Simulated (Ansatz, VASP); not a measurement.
# HfO2 (amorphous HfO2) in two plane-wave programs, part 2 of 3

One calculation is typed for both programs; each brings its own data sets. How far apart do they land? The structure shown is the start of the Ansatz relaxation below; VASP solves that cell, so the two are compared at the walk's first step.

VASP 6.6.1 and Ansatz 0.2.0.

So far. Step 3 (VASP: single point, PBE, start cell, pair 1): The run ends at a pressure of -0.58 GPa, with forces up to 0.26 eV/Å.

## Step 6: Ansatz: relaxation, PBE

Level of this step: Ansatz beside VASP: Kohn-Sham DFT, plane waves, PBE (Ansatz).

The two programs are compared at the cell with which this relaxation starts, whose forces are those of its first step. The cell compared in this pair holds 845.50 Å³, against 837.13 Å³ for the pair before.

The structure compared here is the start of the Ansatz relaxation; VASP solves that cell, so the two are compared at the walk's first step.

Contents of input.yaml:

```yaml
crystal:
  lattice:
    - [9.29839, -0.10273, -0.0425]
    - [-0.09931, 9.6404, 0.20609]
    - [-0.04044, 0.20566, 9.43782]
  atoms:
    - { symbol: Hf, position: [0.74533, 0.0586, 0.39804] }
    - { symbol: Hf, position: [0.18789, 0.64173, 0.40143] }
    - { symbol: Hf, position: [0.91641, 0.00613, 0.99829] }
    - { symbol: Hf, position: [0.70477, 0.28798, 0.08939] }
    - { symbol: Hf, position: [0.5979, 0.91294, 0.11563] }
    - { symbol: Hf, position: [0.85411, 0.22789, 0.72954] }
    - { symbol: Hf, position: [0.33302, 0.11175, 0.03175] }
    - { symbol: Hf, position: [0.00627, 0.56096, 0.72952] }
    - { symbol: Hf, position: [0.00067, 0.91614, 0.62506] }
    - { symbol: Hf, position: [0.14832, 0.04313, 0.32811] }
    - { symbol: Hf, position: [0.49768, 0.55389, 0.00635] }
    - { symbol: Hf, position: [0.32641, 0.74671, 0.70722] }
    - { symbol: Hf, position: [0.42531, 0.0983, 0.623] }
    - { symbol: Hf, position: [0.59441, 0.42728, 0.66056] }
    - { symbol: Hf, position: [0.43488, 0.31578, 0.34759] }
    - { symbol: Hf, position: [0.13963, 0.42702, 0.13219] }
    - { symbol: Hf, position: [0.60496, 0.66362, 0.39317] }
    - { symbol: Hf, position: [0.91049, 0.37554, 0.37727] }
    - { symbol: Hf, position: [0.67883, 0.81308, 0.73855] }
    - { symbol: Hf, position: [0.17819, 0.77944, 0.06761] }
    - { symbol: Hf, position: [0.26167, 0.34124, 0.77299] }
    - { symbol: Hf, position: [0.85626, 0.60889, 0.10794] }
    - { symbol: O, position: [0.61142, 0.69545, 0.1349] }
    - { symbol: O, position: [0.38169, 0.90362, 0.07046] }
    - { symbol: O, position: [0.32455, 0.15514, 0.24639] }
    - { symbol: O, position: [0.72717, 0.25942, 0.29884] }
    - { symbol: O, position: [0.91283, 0.40104, 0.15184] }
    - { symbol: O, position: [0.23424, 0.54982, 0.73489] }
    - { symbol: O, position: [0.48453, 0.90445, 0.66716] }
    - { symbol: O, position: [0.55107, 0.12595, 0.0546] }
    - { symbol: O, position: [0.39053, 0.67718, 0.47601] }
    - { symbol: O, position: [0.7161, 0.90448, 0.93173] }
    - { symbol: O, position: [0.62617, 0.87514, 0.33728] }
    - { symbol: O, position: [0.87272, 0.21186, 0.51663] }
    - { symbol: O, position: [0.20207, 0.8237, 0.84896] }
    - { symbol: O, position: [0.95239, 0.80214, 0.05355] }
    - { symbol: O, position: [0.02127, 0.55423, 0.94749] }
    - { symbol: O, position: [0.46777, 0.4249, 0.83384] }
    - { symbol: O, position: [0.80833, 0.44053, 0.70187] }
    - { symbol: O, position: [0.21934, 0.03314, 0.5376] }
    - { symbol: O, position: [0.79523, 0.57849, 0.31695] }
    - { symbol: O, position: [0.19705, 0.83725, 0.28845] }
    - { symbol: O, position: [0.95715, 0.96953, 0.41544] }
    - { symbol: O, position: [0.83181, 0.20137, 0.94573] }
    - { symbol: O, position: [0.62796, 0.22191, 0.69949] }
    - { symbol: O, position: [0.53252, 0.12837, 0.44048] }
    - { symbol: O, position: [0.50419, 0.69817, 0.8384] }
    - { symbol: O, position: [0.78952, 0.0317, 0.17541] }
    - { symbol: O, position: [0.29682, 0.60103, 0.06407] }
    - { symbol: O, position: [0.12822, 0.74978, 0.58197] }
    - { symbol: O, position: [0.23454, 0.30838, 0.99337] }
    - { symbol: O, position: [0.06958, 0.61515, 0.21241] }
    - { symbol: O, position: [0.71215, 0.48934, 0.99121] }
    - { symbol: O, position: [0.1215, 0.02426, 0.08582] }
    - { symbol: O, position: [0.04897, 0.33667, 0.74674] }
    - { symbol: O, position: [0.3697, 0.31109, 0.58306] }
    - { symbol: O, position: [0.76957, 0.96188, 0.60598] }
    - { symbol: O, position: [0.06776, 0.25503, 0.29777] }
    - { symbol: O, position: [0.50875, 0.3838, 0.15281] }
    - { symbol: O, position: [0.33176, 0.13697, 0.81495] }
    - { symbol: O, position: [0.03238, 0.5077, 0.50031] }
    - { symbol: O, position: [0.97819, 0.04577, 0.78668] }
    - { symbol: O, position: [0.27417, 0.45512, 0.31375] }
    - { symbol: O, position: [0.57426, 0.44986, 0.44537] }
    - { symbol: O, position: [0.65316, 0.6541, 0.59842] }
    - { symbol: O, position: [0.89274, 0.74767, 0.73184] }
kpoints:
  mp_grid: { grid: [1, 1, 1] }
hamiltonian:
  xc: pbe
  pseudopotentials: { kind: paw, azcp: { folder: soft_1 } }
scf:
  occupations: { method: fixed }
output:
  forces: true
  eigenvalues: true
  stress: true
relax:
  f_tol: 0.05
  max_steps: 70
```

On the command line:

```
> ansatz run input.yaml --threads 4 --pin off --max-ram 8192MiB --backend cpu --events-out ev --progress --plain --runs-dir out
```

Numbers of over 12 decimals in the logs are rounded to 6 here.

Output:

```text
[...]
Crystal: 66 atoms, lattice volume = 845.503 Å³
Basis set: ecut = 420 eV, 16497 PW (Γ), exchange–correlation on 128×144×128 points (8 copies of the dense FFT grid, shifted against one another)
Bands: 502, of which v1, the nominal top of the filled ones, is band 418 counted from 1 (417 counted from 0)
Symmetry: 1 space group operations
[...]
k-points: 1
[...]
- { symbol: O, position: [0.383426, 0.902766, 0.070255] }
    - { symbol: O, position: [0.325647, 0.154969, 0.246341] }
    - { symbol: O, position: [0.726233, 0.260819, 0.300698] }
    - { symbol: O, position: [0.913635, 0.400552, 0.154325] }
    - { symbol: O, position: [0.233509, 0.550992, 0.734432] }
    - { symbol: O, position: [0.482406, 0.903622, 0.666672] }
    - { symbol: O, position: [0.550082, 0.126946, 0.054171] }
[...]
- { symbol: O, position: [0.273581, 0.453861, 0.314998] }
    - { symbol: O, position: [0.572527, 0.450715, 0.446254] }
    - { symbol: O, position: [0.654268, 0.655279, 0.597455] }
    - { symbol: O, position: [0.891906, 0.747467, 0.732915] }
```

## Step 7: VASP: single point, PBE, start cell, pair 2

The same cell, functional and mesh now go to VASP, with its own data sets.

Contents of INCAR:

```
SYSTEM = HfO2
PREC = Accurate
ENCUT = 520
EDIFF = 1E-06
NELM = 120
ISMEAR = 0
SIGMA = 0.01
LREAL = Auto
ALGO = Normal
GGA = PE
NBANDS = 288
LASPH = .TRUE.
LORBIT = 11
LWAVE = .FALSE.
LCHARG = .FALSE.
ISIF = 2
GGA_COMPAT = .FALSE.
EFERMI = MIDGAP
NCORE = 2
```

Contents of POSCAR:

```
HfO2
1.0
    9.2983900000     -0.1027300000     -0.0425000000
   -0.0993100000      9.6404000000      0.2060900000
   -0.0404400000      0.2056600000      9.4378200000
Hf O
22 44
Direct
    0.7453350501      0.0585979843      0.3980368646
    0.1878888888      0.6417310052      0.4014307260
    0.9164145655      0.0061340713      0.9982902247
    0.7047686521      0.2879774574      0.0893854082
    0.5979035489      0.9129437451      0.1156265244
    0.8541084805      0.2278853653      0.7295365578
    0.3330233958      0.1117466475      0.0317471225
    0.0062710830      0.5609634040      0.7295177883
    0.0006731257      0.9161361469      0.6250619433
    0.1483215441      0.0431266926      0.3281070931
    0.4976843829      0.5538900693      0.0063468451
    0.3264065751      0.7467102595      0.7072165778
    0.4253054835      0.0983015684      0.6229951952
    0.5944088892      0.4272762289      0.6605556177
    0.4348835826      0.3157846146      0.3475911281
    0.1396320706      0.4270214147      0.1321946720
    0.6049653841      0.6636228005      0.3931675965
    0.9104857444      0.3755388752      0.3772694157
    0.6788287175      0.8130831001      0.7385478770
    0.1781857282      0.7794385414      0.0676150217
    0.2616741463      0.3412420296      0.7729851365
    0.8562594303      0.6088922548      0.1079385304
    0.6114198256      0.6954449652      0.1348999122
    0.3816883932      0.9036160220      0.0704607135
    0.3245476548      0.1551354102      0.2463939150
    0.7271741212      0.2594230781      0.2988444787
    0.9128319341      0.4010360205      0.1518407687
    0.2342364565      0.5498242833      0.7348881164
    0.4845248247      0.9044508552      0.6671555538
    0.5510648271      0.1259473416      0.0545956341
    0.3905300953      0.6771837338      0.4760142420
    0.7161028047      0.9044795851      0.9317331938
    0.6261674578      0.8751360824      0.3372765450
    0.8727244283      0.2118590054      0.5166265902
    0.2020708126      0.8236962786      0.8489600823
    0.9523934477      0.8021375631      0.0535467079
    0.0212679299      0.5542325158      0.9474944540
    0.4677709612      0.4248959563      0.8338380535
    0.8083262698      0.4405306683      0.7018744690
    0.2193424486      0.0331386444      0.5376021699
    0.7952309479      0.5784937391      0.3169456019
    0.1970461671      0.8372495145      0.2884485728
    0.9571533167      0.9695332699      0.4154421153
    0.8318045498      0.2013663289      0.9457323944
    0.6279608346      0.2219050462      0.6994894928
    0.5325181280      0.1283677384      0.4404806103
    0.5041884001      0.6981733657      0.8383971572
    0.7895175580      0.0317032077      0.1754134728
    0.2968233880      0.6010348905      0.0640664596
    0.1282152674      0.7497804687      0.5819698714
    0.2345348893      0.3083791152      0.9933664640
    0.0695797972      0.6151470706      0.2124093786
    0.7121534423      0.4893373929      0.9912054879
    0.1215026919      0.0242554233      0.0858212028
    0.0489690248      0.3366723443      0.7467398594
    0.3696955693      0.3110936338      0.5830582459
    0.7695666185      0.9618823716      0.6059844586
    0.0677611119      0.2550331185      0.2977721626
    0.5087541446      0.3837949360      0.1528134413
    0.3317627564      0.1369734599      0.8149520818
    0.0323768169      0.5077001093      0.5003108874
    0.9781863663      0.0457657925      0.7866796621
    0.2741750127      0.4551200455      0.3137543149
    0.5742591917      0.4498567941      0.4453671535
    0.6531624413      0.6541044843      0.5984173263
    0.8927401689      0.7476662175      0.7318379590
```

Contents of KPOINTS:

```
Automatic mesh
0
Gamma
1 1 1
0 0 0
```

The projector-augmented-wave data sets are Hf_pv and O (PBE family, release 64).

On the command line:

```
> mpirun -np 8 vasp_gam
```

Output:

```text
[... set-up lines as in an earlier step ...]
 entering main loop
       N       E                     dE             d eps       ncg     rms          rms(c)
DAV:   1     0.465408543359E+04    0.46541E+04   -0.31332E+05   576   0.177E+03
DAV:   2    -0.377912260071E+03   -0.50320E+04   -0.48554E+04   712   0.483E+02
DAV:   3    -0.776169241286E+03   -0.39826E+03   -0.39561E+03   664   0.119E+02
DAV:   4    -0.786130265995E+03   -0.99610E+01   -0.99204E+01   664   0.203E+01
[...]
DAV:  16    -0.661842578461E+03   -0.41608E-05   -0.97148E-06   600   0.669E-03    0.147E-02
DAV:  17    -0.661842583402E+03   -0.49410E-05   -0.52555E-06   544   0.488E-03    0.133E-02
DAV:  18    -0.661842583525E+03   -0.12280E-06   -0.20075E-06   472   0.323E-03
   1 F= -.66184258E+03 E0= -.66184258E+03  d E =0.000000E+00
```

OUTCAR, selected parts (step 7):

```text
  Total      -14.1914970    -13.5450315    -13.5746110    -12.1240194      0.2461138      0.0752028
  in kB      -26.8920388    -25.6670252    -25.7230767    -22.9742924      0.4663709      0.1425049
  external PRESSURE =     -26.0940469 kB  Pullay stress =       0.0000000 kB

 POSITION                                       TOTAL-FORCE (eV/Angst)
 -----------------------------------------------------------------------------------
      6.90850      0.57020      3.73700         0.028155     -0.016882     -0.035577
      1.66710      6.24980      3.91290        -0.107632     -0.094157      0.052518
      8.48020      0.17030      9.38400        -0.088925     -0.121594      0.087803
      6.52100      2.72220      0.87300        -0.076551     -0.071062      0.164621
      5.46420      8.76350      1.25400         0.135712      0.064134      0.038896
      7.88970      2.25920      6.89590         0.154945      0.208412     -0.098036
      3.08420      1.04960      0.30850         0.020798     -0.099008      0.179883
     -0.02690      5.55730      7.00040        -0.025327     -0.245039     -0.116676
     -0.11000      8.96040      6.08800        -0.259711     -0.018257     -0.019811
      1.36160      0.46800      3.09920         0.094586      0.100768      0.043477
      4.57240      5.28990      0.15290         0.231352      0.031003     -0.138285
      2.93230      7.31050      6.81460         0.144142     -0.125764     -0.095482
      3.91970      1.03210      5.88190        -0.091093      0.098298     -0.138466
      5.45790      4.19390      6.29700         0.017009      0.057960     -0.028268
[...]
-----------------------------------------------------------------------------------
    total drift:                               -0.007404      0.016954      0.009812

  FREE ENERGIE OF THE ION-ELECTRON SYSTEM (eV)
  ---------------------------------------------------
  free  energy   TOTEN  =      -661.8425835246 eV

  energy  without entropy=     -661.8425835246  energy(sigma->0) =     -661.84258352

[... 1 further part left out ...]
```

The run ends at a pressure of -2.61 GPa, with forces up to 0.29 eV/Å.

## Step 8: Side by side

What differs besides the data sets and the points named for the pairs above, as far as they apply: the data sets hold 836 valence electrons in Ansatz (on its PAW soft_1 files) and 484 in VASP. Total energies have different zeros and are not compared.

Forces on 10 of the 66 atoms, those with the largest forces and the largest differences (eV/Å; atoms numbered as in POSCAR):

```tsv
atom	Ansatz x, y, z	VASP x, y, z
Hf6	0.124, 0.130, -0.093	0.155, 0.208, -0.098
Hf8	-0.061, -0.169, -0.139	-0.025, -0.245, -0.117
Hf9	-0.186, 0.030, -0.009	-0.260, -0.018, -0.020
Hf11	0.170, 0.069, -0.115	0.231, 0.031, -0.138
Hf15	0.264, -0.092, 0.036	0.284, -0.057, 0.014
Hf17	-0.051, 0.089, 0.057	-0.010, 0.029, 0.152
Hf18	-0.111, 0.028, 0.241	-0.119, -0.051, 0.162
Hf22	-0.167, 0.107, -0.140	-0.047, -0.027, -0.098
O43	0.190, 0.027, -0.050	0.239, 0.093, 0.008
O53	0.093, -0.029, 0.052	0.026, -0.013, 0.187
```

The forces differ by 43 meV/Å r.m.s., which is 47.9 % of the r.m.s. force of 0.090 eV/Å (both taken over all components).

## Step 9: What the set-up changes

Further runs change the set-up of one program: Ansatz's method, potentials or start, or VASP's data sets, cutoff or form of LDA. The table gives that difference for each run.

```tsv
run	r.m.s. force difference (meV/Å)
as above	43
VASP with a cutoff of 600 eV (perhaps on Ansatz's relaxed cell)	44
```

## Step 10: Ansatz: relaxation, PBE

The two programs are compared at the cell with which this relaxation starts, whose forces are those of its first step. The cell compared in this pair holds 854.04 Å³, against 845.50 Å³ for the pair before.

The structure compared here is the start of the Ansatz relaxation; VASP solves that cell, so the two are compared at the walk's first step.

input.yaml, as its differences from that of step 6:

```diff
@@ -2,5 +2,5 @@
   lattice:
-    - [9.29839, -0.10273, -0.0425]
-    - [-0.09931, 9.6404, 0.20609]
-    - [-0.04044, 0.20566, 9.43782]
+    - [9.39335, -0.19573, -0.0425]
+    - [-0.19769, 9.64236, 0.20609]
+    - [-0.04293, 0.20609, 9.43782]
   atoms:
```

On the command line:

```
> ansatz run input.yaml --threads 4 --pin off --max-ram 8192MiB --backend cpu --events-out ev --progress --plain --runs-dir out
```

Output:

```text
[...]
Crystal: 66 atoms, lattice volume = 854.043 Å³
Basis set: ecut = 420 eV, 16679 PW (Γ), exchange–correlation on 128×144×128 points (8 copies of the dense FFT grid, shifted against one another)
Bands: 502, of which v1, the nominal top of the filled ones, is band 418 counted from 1 (417 counted from 0)
Symmetry: 1 space group operations
[...]
k-points: 1
[...]
- { symbol: O, position: [0.381179, 0.904700, 0.071736] }
    - { symbol: O, position: [0.323473, 0.156340, 0.246667] }
    - { symbol: O, position: [0.730844, 0.258240, 0.296439] }
    - { symbol: O, position: [0.913959, 0.401021, 0.150518] }
    - { symbol: O, position: [0.233901, 0.549988, 0.733141] }
    - { symbol: O, position: [0.484825, 0.904303, 0.667679] }
    - { symbol: O, position: [0.550832, 0.125834, 0.055794] }
[...]
- { symbol: O, position: [0.274353, 0.455500, 0.313877] }
    - { symbol: O, position: [0.574799, 0.449173, 0.444891] }
    - { symbol: O, position: [0.651362, 0.653787, 0.597889] }
    - { symbol: O, position: [0.891118, 0.745880, 0.730470] }
```

(Part 2 of 3 ends here.)

[Lines on the potential files, build, host, timing and source positions are cut from VASP's logs without a mark.]

[Logs are printed without paths, hosts, clocks, repeated set-up lines and the standing remarks that a program may print on its own settings, such as how far it seeks lower states.]

[Hosts, paths, dates, database ids (printed as entryN), source tags and the programs' standing remarks are cut or masked in the printed files.]

[Rows of further runs with another cutoff or data set may stand on the cell that Ansatz relaxed, not on the start cell of the pair above them.]
